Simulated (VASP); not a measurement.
VASP runs on ZrO$_{2}$ (space group Fm-3m) share one base input (PBE GGA, plane waves, VASP's PBE PAW potentials (set 64)) and change the settings named in each case.

File KPOINTS:
```
kpoints
0
G
 11 11 11
```

### INCAR
```
# general
SYSTEM  = ZrO2
PREC    = Accurate
ENCUT   = 400   # plane-wave cut-off (eV)
LREAL   = .FALSE.
LASPH   = .TRUE.   # aspherical one-centre terms

# electronic loop
EDIFF   = 1E-6
NELM    = 100   # most electronic steps
ALGO    = Normal   # blocked Davidson
LMAXMIX = 4

# smearing
ISMEAR  = -1   # Fermi-Dirac
SIGMA   = 0.05

# functional
GGA     = PE

# ions
ISIF    = 2

# output
LWAVE   = .FALSE.
LCHARG  = .FALSE.
```

File POSCAR:
```
ZrO2
3.5991740
  0.0000000000   0.7071066861   0.7071066861
  0.7071066861   0.0000000000   0.7071066861
  0.7071066861   0.7071066861   0.0000000000
Zr O
1 2
Cartesian
  0.0000000000   0.0000000000   0.0000000000
  0.3535533431   0.3535533431   0.3535533431
  1.0606600292   1.0606600292   1.0606600292
```

POTCAR, in this order: Zr_sv O (PBE.64 set). Program: vasp_std.

```
change                                                                                                                          E(σ→0) (eV/atom)  pressure (GPa)
------------------------------------------------------------------------------------------------------------------------------  ----------------  --------------
base run                                                                                                                                 -9.5320           -2.07
GGA = PS                                                                                                                                 -9.9834      (withheld)
GGA_COMPAT = .FALSE., LNONCOLLINEAR = .TRUE., LSORBIT = .TRUE., MAGMOM = 0.0 0.0 0.0 0.0 0.0 0.0 0.0 0.0 0.0, program vasp_ncl           -9.5541           -2.06
KPOINTS 5×5×5 Γ-centred mesh                                                                                                             -9.5327           -2.00
LDAU = .TRUE., LDAUJ = 0 0, LDAUL = 2 -1, LDAUTYPE = 2, LDAUU = 1.0 0                                                                    -9.3468      (withheld)
```

Question: Some entries are withheld; supply them.

Answer: 
- GGA = PS, pressure (GPa): -9.55
- LDAU = .TRUE., LDAUJ = 0 0, LDAUL = 2 -1, LDAUTYPE = 2, LDAUU = 1.0 0, pressure (GPa): 0.17

Energies of different potentials or functionals have different zeros.  At 400 eV the pressure can carry a Pulay error.

Left out are runs that ran out of time, are held back, or changed the cell or the kind of run, fixed moments of cells without a moment, rows past the twelfth, gaps on odd meshes, pressures of charged cells and columns that move by less than the noise.

The structure is a typed ZrO2 crystal (Fm-3m). The cell was not relaxed at this level.
